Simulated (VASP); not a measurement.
A calculation with VASP 6.6.1 of Mg6CrCu (native input, structure from a POSCAR):

The input INCAR:

```
SYSTEM = Mg6CrCu
PREC = Accurate
ENCUT = 520
EDIFF = 1E-6
ISMEAR = 0
SIGMA = 0.05
LREAL = .False.
LASPH = .True.
NELM = 100
ALGO = Fast
ISIF = 2
LWAVE = .False.
LCHARG = .False.
ISPIN = 2
MAGMOM = 0.6 3 0 0 0 0 0 0
LORBIT = 11
LMAXMIX = 4
GGA = RP
```

Contents of KPOINTS:

```
Automatic mesh
0
Gamma
  6 5 5
  0 0 0
```

POSCAR

```
Mg6CrCu
4.907
    1.000003668229      0.000000000000      0.000000000000
    0.000000000000      0.624738434889      1.073078663134
    0.000000000000     -0.624738434889      1.073078663134
Cu Cr Mg
1 1 6
Direct
    0.5000000000      0.8334520000      0.8334520000
    0.5000000000      0.3328930000      0.3328930000
    0.0000000000      0.1700180000      0.1700180000
    0.0000000000      0.6706920000      0.6706920000
    0.0000000000      0.6638900000      0.1621300000
    0.0000000000      0.1621300000      0.6638900000
    0.5000000000      0.8350310000      0.3318970000
    0.5000000000      0.3318970000      0.8350310000
```

Potentials or basis: VASP PAW PBE potentials, release 64 (Cu_pv, Cr_pv, Mg_pv).

The run is started by

```bash
$ cat potpaw_PBE.64/Cu_pv/POTCAR potpaw_PBE.64/Cr_pv/POTCAR potpaw_PBE.64/Mg_pv/POTCAR > POTCAR
$ mpirun -np 1 vasp_std > vasp.out
```

The cell comes from a database or a generator and needn't be the stable form of this composition.

Task: Write the same calculation in another form: ASE script, Cartesian positions.

Result: As run:

File run.py:

```python
from ase.calculators.vasp import Vasp
from ase.dft.bandgap import bandgap
from ase.io import read

atoms = read('Mg6CrCu.xyz')
atoms.set_initial_magnetic_moments([0.6, 3.0, 0.0, 0.0, 0.0, 0.0, 0.0, 0.0])
calc = Vasp(
    directory='calc',
    xc='rpbe',
    pp='PBE',
    setups='materialsproject',
    prec='Accurate',
    encut=520,
    ediff=1e-07,
    ismear=0,
    sigma=0.05,
    lreal=False,
    lasph=True,
    nelm=150,
    algo='Normal',
    isif=2,
    lwave=False,
    lcharg=False,
    ispin=2,
    lorbit=11,
    lmaxmix=4,
    kpts=[6, 5, 5],
    gamma=True,
)
atoms.calc = calc

print('energy (eV):', atoms.get_potential_energy())
print('free energy (eV):', atoms.get_potential_energy(force_consistent=True))
print('forces (eV/A):')
print(atoms.get_forces())
print('stress (eV/A^3, Voigt):', atoms.get_stress())
print('Fermi level (eV):', calc.get_fermi_level())
print('moment (muB):', atoms.get_magnetic_moment())
print('site moments (muB):', atoms.get_magnetic_moments())
gap, top, bottom = bandgap(calc)
print('band gap (eV):', gap, 'from (spin, k, band)', top, 'to', bottom)
```

Contents of Mg6CrCu.xyz:

```xyz
8
Lattice="4.9070180000 0.0000000000 0.0000000000 0.0000000000 3.0655915000 5.2655970000 0.0000000000 -3.0655915000 5.2655970000" Properties=species:S:1:pos:R:3 pbc="T T T"
Cu     2.4535090000      0.0000000000      8.7772447017
Cr     2.4535090000      0.0000000000      3.5057607642
Mg     0.0000000000      0.0000000000      1.7904925415
Mg     0.0000000000      0.0000000000      7.0631875662
Mg     0.0000000000      1.5381911910      4.3494884339
Mg     0.0000000000     -1.5381911910      4.3494884339
Mg     2.4535090000      1.5424033138      6.1445725760
Mg     2.4535090000     -1.5424033138      6.1445725760
```

Potentials or basis: VASP PAW PBE potentials, release 64 (Cu_pv, Cr_pv, Mg_pv).

The run is started by

```console
$ python run.py
```

Both were run:

|  | native input, structure from a POSCAR | ASE script, Cartesian positions |
| --- | --- | --- |
| Pressure | 1.6 GPa | 1.6 GPa |
| Largest force | 0.074 eV/Å | 0.074 eV/Å |
| Band gap on the k mesh | none (metal or under the smearing width) | none (metal or under the smearing width) |
| Net moment | 4.15 μB per cell | 4.15 μB per cell |
| Site moments | Cu +0.01; Cr +3.73; Mg -0.01, +0.01 μB | Cu +0.01; Cr +3.73; Mg -0.01, +0.01 μB |
| Valence electrons inside the program's atomic spheres | Cu 15.26; Cr 10.49; Mg 6.33, 6.31 | Cu 15.26; Cr 10.49; Mg 6.33, 6.31 |

Keys that steer only the numerical path or the files written may differ.

Caveat: the PAW data sets were made with another functional, which shifts forces and pressure a little.
